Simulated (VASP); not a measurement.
Input:

```
CELL_PARAMETERS angstrom
      1.69394    -2.93399     0.00000
      1.69394     2.93399     0.00000
      0.00000     0.00000     5.51882
ATOMIC_POSITIONS crystal
  Zr 0.00000 0.00000 0.00000
  Se 0.33333 0.66667 0.30205
  Se 0.66667 0.33333 0.69795
```

Level of theory: LDA (Ceperley-Alder, Perdew-Zunger), VASP's LDA PAW potentials (set 64) (plane waves; VASP). Settings: 500 eV cut-off, 10×10×6 Γ-centred mesh, first-order Methfessel-Paxton smearing of 0.10 eV, potentials Zr_sv Se.

Question: Estimate the energy per atom (σ→0), pressure, band gap (on the k-mesh) with the smallest direct gap where there is one.

Answer: 
```json
{
 "band gap (on the k-mesh)": "none (metal, semimetal or under 0.01 eV)",
 "energy per atom (σ→0)": "-6.970 eV/atom",
 "pressure": "199.8 kbar"
}
```

The absolute energy has meaning only against runs of the same code, potentials and settings.

The compound is ZrSe2 in the 1T layered structure. It was relaxed first under an external pressure of 20 GPa.
